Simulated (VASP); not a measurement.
All values below come from r2SCAN+rVV10, VASP's PBE PAW potentials (set 64) (plane waves; VASP).

VASP input:

**INCAR**
```
SYSTEM = Pt3Ti
PREC = Accurate; ENCUT = 520; LREAL = .FALSE.
LASPH = .TRUE.
EDIFF = 1E-7; NELM = 100; ALGO = Normal
LMAXMIX = 6; LMIXTAU = .TRUE.
ISMEAR = -5
METAGGA = R2SCAN; LUSE_VDW = .TRUE.; BPARAM = 11.95
CPARAM = 0.0093
ISIF = 2
LWAVE = .FALSE.; LCHARG = .FALSE.; LORBIT = 11
NEDOS = 601
LEFG = .TRUE.
```

**KPOINTS_OPT**
```
k-points along high-symmetry lines
10
Line-mode
Reciprocal
  0.000000   0.000000   0.000000 ! GAMMA
  0.000000   0.500000   0.000000 ! X

  0.000000   0.500000   0.000000 ! X
  0.500000   0.500000   0.000000 ! M

  0.500000   0.500000   0.000000 ! M
  0.000000   0.000000   0.000000 ! GAMMA

  0.000000   0.000000   0.000000 ! GAMMA
  0.500000   0.500000   0.500000 ! R

  0.500000   0.500000   0.500000 ! R
  0.000000   0.500000   0.000000 ! X

  0.500000   0.500000   0.500000 ! R
  0.500000   0.500000   0.000000 ! M
```

### POSCAR
```
Pt3Ti
7.8325170
  0.4999999949   0.0000000000   0.0000000000
  0.0000000000   0.4999999949   0.0000000000
  0.0000000000   0.0000000000   0.4999999949
Ti Pt
1 3
Cart
  0.0000000000   0.0000000000   0.0000000000
  0.0000000000   0.2499999975   0.2499999975
  0.2499999975   0.0000000000   0.2499999975
  0.2499999975   0.2499999975   0.0000000000
```

**KPOINTS**
```
kpoints
0
Gamma
9 9 9
0 0 0
```

POTCAR, in this order: Ti_sv Pt (PBE.64 set). Program: vasp_std.

Output of the run:

**OSZICAR**
```
       N       E                     dE             d eps       ncg     rms          rms(c)
DAV:   1     0.255587911630E+03    0.25559E+03   -0.21884E+04  1750   0.187E+03
DAV:   2    -0.147204244555E+03   -0.40279E+03   -0.39586E+03  1883   0.472E+02
DAV:   3    -0.184418520606E+03   -0.37214E+02   -0.36210E+02  2654   0.120E+02
DAV:   4    -0.185600346088E+03   -0.11818E+01   -0.11764E+01  2032   0.226E+01
DAV:   5    -0.185645581337E+03   -0.45235E-01   -0.45223E-01  2633   0.431E+00    0.234E+01
DAV:   6    -0.170794678520E+03    0.14851E+02   -0.21684E+01  2436   0.458E+01    0.954E+00
DAV:   7    -0.170985394403E+03   -0.19072E+00   -0.14907E+01  2437   0.260E+01    0.911E+00
DAV:   8    -0.170105841383E+03    0.87955E+00   -0.29704E+00  2378   0.103E+01    0.355E+00
DAV:   9    -0.170521528611E+03   -0.41569E+00   -0.23113E+00  2383   0.101E+01    0.309E+00
DAV:  10    -0.170416540886E+03    0.10499E+00   -0.15274E+00  2390   0.965E+00    0.783E-01
DAV:  11    -0.170424934322E+03   -0.83934E-02   -0.92267E-02  2633   0.190E+00    0.271E-01
DAV:  12    -0.170424181978E+03    0.75234E-03   -0.19729E-03  2149   0.333E-01    0.225E-01
DAV:  13    -0.170421881125E+03    0.23009E-02   -0.54780E-03  2099   0.437E-01    0.204E-01
DAV:  14    -0.170424430528E+03   -0.25494E-02   -0.60906E-03  2175   0.450E-01    0.606E-02
DAV:  15    -0.170424435683E+03   -0.51556E-05   -0.20801E-04  2091   0.103E-01    0.491E-02
DAV:  16    -0.170424480649E+03   -0.44965E-04   -0.93576E-05  1906   0.727E-02    0.362E-02
DAV:  17    -0.170424492213E+03   -0.11565E-04   -0.17347E-04  2435   0.934E-02    0.193E-02
DAV:  18    -0.170424492200E+03    0.13209E-07   -0.75380E-06  1962   0.201E-02    0.173E-02
DAV:  19    -0.170424503992E+03   -0.11792E-04   -0.19789E-05  2470   0.301E-02    0.817E-03
DAV:  20    -0.170424505251E+03   -0.12592E-05   -0.69184E-06  2396   0.171E-02    0.304E-03
DAV:  21    -0.170424504394E+03    0.85682E-06   -0.12069E-06  2370   0.860E-03    0.302E-03
DAV:  22    -0.170424505072E+03   -0.67796E-06   -0.73677E-07  1993   0.913E-03    0.177E-03
DAV:  23    -0.170424504866E+03    0.20607E-06   -0.61886E-08   981   0.246E-03    0.791E-04
DAV:  24    -0.170424505006E+03   -0.13995E-06   -0.32424E-08   908   0.149E-03    0.372E-04
DAV:  25    -0.170424504968E+03    0.38139E-07   -0.12808E-08   902   0.101E-03
   1 F= -.17042450E+03 E0= -.17042450E+03  d E =0.000000E+00
       N       E                     dE             ncg
       N       E                     dE             ncg
```

### OUTCAR
```
------------------------ aborting loop because EDIFF is reached ----------------------------------------
  FORCE on cell =-STRESS in cart. coord.  units (eV):
  Direction    XX          YY          ZZ          XY          YZ          ZX
  --------------------------------------------------------------------------------------
  Total       -0.0026920     -0.0026920     -0.0026920      0.0000000      0.0000000     -0.0000000
  in kB       -0.0718091     -0.0718091     -0.0718091      0.0000000      0.0000000     -0.0000000
  external PRESSURE =      -0.0718091 kB  Pullay stress =       0.0000000 kB
  volume of cell :       60.06
      direct lattice vectors                 reciprocal lattice vectors
     3.916258460  0.000000000  0.000000000     0.255345762  0.000000000  0.000000000
     0.000000000  3.916258460  0.000000000     0.000000000  0.255345762  0.000000000
     0.000000000  0.000000000  3.916258460     0.000000000  0.000000000  0.255345762
 POSITION                                       TOTAL-FORCE (eV/Angst)
 -----------------------------------------------------------------------------------
      0.00000      0.00000      0.00000         0.000000      0.000000      0.000000
      0.00000      1.95813      1.95813         0.000000      0.000000      0.000000
      1.95813      0.00000      1.95813         0.000000      0.000000      0.000000
      1.95813      1.95813      0.00000         0.000000      0.000000      0.000000
 -----------------------------------------------------------------------------------
    total drift:                                0.000000      0.000000     -0.000000
  FREE ENERGIE OF THE ION-ELECTRON SYSTEM (eV)
  ---------------------------------------------------
  free  energy   TOTEN  =      -170.4245049681 eV

  energy  without entropy=     -170.4245049681  energy(sigma->0) =     -170.42450497

 total charge

# of ion       s       p       d       tot
------------------------------------------
    1        2.207   6.158   1.734  10.099
    2        0.697   0.663   8.069   9.429
    3        0.697   0.663   8.069   9.429
    4        0.697   0.663   8.069   9.429
--------------------------------------------------
tot          4.297   8.148  25.940  38.385

 Electric field gradients after diagonalization (V/A^2)
 (convention: |V_zz| > |V_xx| > |V_yy|)
----------------------------------------------------------------------
 ion       V_xx      V_yy      V_zz     asymmetry (V_yy - V_xx)/ V_zz
----------------------------------------------------------------------
   1       0.000     0.000     0.000      -0.094
   2      29.777    29.777   -59.554       0.000
   3      29.777    29.777   -59.554       0.000
   4      29.777    29.777   -59.554       0.000
```
(Selected blocks of OUTCAR.)

For a metal the tetrahedron method with Blöchl corrections gives inexact stress and forces.

The compound is Pt3Ti in the L1_2 structure. It was relaxed first.
